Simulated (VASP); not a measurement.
Given:

```
CdS
1.0
    0.00000     2.91323     2.91323
    2.91323     0.00000     2.91323
    2.91323     2.91323     0.00000
Cd S
1 1
Direct
  0.00000   0.00000   0.00000
  0.25000   0.25000   0.25000
```

These are PBEsol GGA, VASP's PBE PAW potentials (set 64) (plane waves; VASP) values and carry that method's errors. Run with 400 eV cut-off, Gaussian smearing of 0.050 eV, potentials Cd S.

Q: Give the energies of bands 6 to 11 at the high-symmetry points, in eV from the valence-band maximum.

A: 
```
band      Γ      X      U      L      W
----  -----  -----  -----  -----  -----
6     -7.25  -6.80  -6.66  -6.86  -6.61
7      0.00  -4.03  -4.02  -4.50  -3.98
8      0.00  -1.93  -2.60  -0.77  -2.34
9      0.00  -1.93  -1.57  -0.77  -2.25
10     1.01   3.38   4.10   2.89   5.31
11     6.44   4.25   5.38   6.91   5.39
```

The gap is direct, 1.01 eV, from the valence maximum at Γ to the conduction minimum at Γ.

Measured: gap 2.48 eV at 4 K (computed value off by -1.47 eV), as given by arXiv:1206.3780.

The compound is CdS in the zinc blende structure, a metastable form; wurtzite is the usual one. It was relaxed first.
